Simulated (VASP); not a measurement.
Method: PBE GGA with D4 dispersion, VASP's PBE PAW potentials (set 64) (plane waves; VASP).

A VASP calculation is set up with these files.

KPOINTS:
```
Automatic mesh
0
Gamma
10 10 10
0 0 0
```

### INCAR
```
SYSTEM = BAs
PREC = Accurate
ENCUT = 520
EDIFF = 1E-7
NELM = 100
ALGO = Normal
LREAL = .FALSE.
LASPH = .TRUE.
ISMEAR = 0
SIGMA = 0.05
GGA = PE
IVDW = 13
LMAXMIX = 4
LWAVE = .FALSE.
LCHARG = .FALSE.
ISIF = 2
```

### POSCAR
```
BAs
1
    0.0000000000     2.4064983255     2.4064983255
    2.4064983255     0.0000000000     2.4064983255
    2.4064983255     2.4064983255     0.0000000000
B As
1 1
Direct
  0.0000000000   0.0000000000   0.0000000000
  0.2500000000   0.2500000000   0.2500000000
```

POTCAR, in this order: B As (PBE.64 set). Program: vasp_std.

What VASP printed:

**OSZICAR**
```
       N       E                     dE             d eps       ncg     rms          rms(c)
DAV:   1     0.130177334570E+02    0.13018E+02   -0.38945E+03   760   0.876E+02
DAV:   2    -0.116950759654E+02   -0.24713E+02   -0.23120E+02  1152   0.106E+02
DAV:   3    -0.120095828187E+02   -0.31451E+00   -0.31451E+00   848   0.163E+01
DAV:   4    -0.120100643837E+02   -0.48156E-03   -0.48156E-03  1160   0.705E-01
DAV:   5    -0.120100645193E+02   -0.13558E-06   -0.13558E-06   816   0.786E-03    0.478E+00
DAV:   6    -0.114734095341E+02    0.53665E+00   -0.17608E+00   784   0.679E+00    0.237E+00
DAV:   7    -0.114197030178E+02    0.53707E-01   -0.18893E-01  1072   0.264E+00    0.940E-01
DAV:   8    -0.114131125963E+02    0.65904E-02   -0.21287E-02   816   0.102E+00    0.112E-01
DAV:   9    -0.114134293519E+02   -0.31676E-03   -0.60831E-04   960   0.197E-01    0.636E-02
DAV:  10    -0.114136143720E+02   -0.18502E-03   -0.29510E-04   872   0.126E-01    0.160E-02
DAV:  11    -0.114136202580E+02   -0.58860E-05   -0.11736E-05  1136   0.268E-02    0.132E-02
DAV:  12    -0.114136199274E+02    0.33059E-06   -0.25371E-06   808   0.111E-02    0.216E-03
DAV:  13    -0.114136199353E+02   -0.78475E-08   -0.77292E-08   664   0.228E-03
   1 F= -.12148313E+02 E0= -.12148313E+02  d E =-.813514E-11
```

OUTCAR:
```
------------------------ aborting loop because EDIFF is reached ----------------------------------------
  Edisp (eV):   -0.73469
  FORCE on cell =-STRESS in cart. coord.  units (eV):
  Direction    XX          YY          ZZ          XY          YZ          ZX
  --------------------------------------------------------------------------------------
  Total      -0.67776    -0.67776    -0.67776     0.00000     0.00000    -0.00000
  in kB     -38.95856   -38.95856   -38.95856     0.00000     0.00000    -0.00000
  external pressure =      -38.96 kB  Pullay stress =        0.00 kB
  volume of cell :       27.87
      direct lattice vectors                 reciprocal lattice vectors
     0.000000000  2.406498325  2.406498325    -0.207770766  0.207770766  0.207770766
     2.406498325  0.000000000  2.406498325     0.207770766 -0.207770766  0.207770766
     2.406498325  2.406498325  0.000000000     0.207770766  0.207770766 -0.207770766
  FREE ENERGIE OF THE ION-ELECTRON SYSTEM (eV)
  ---------------------------------------------------
  free  energy   TOTEN  =       -12.1483128832 eV

  energy  without entropy=      -12.1483128832  energy(sigma->0) =      -12.14831288
```
(Selected blocks of OUTCAR.)

The compound is BAs in the zinc blende structure. This cell is one point of a volume scan, at 1.03 of the reference volume.
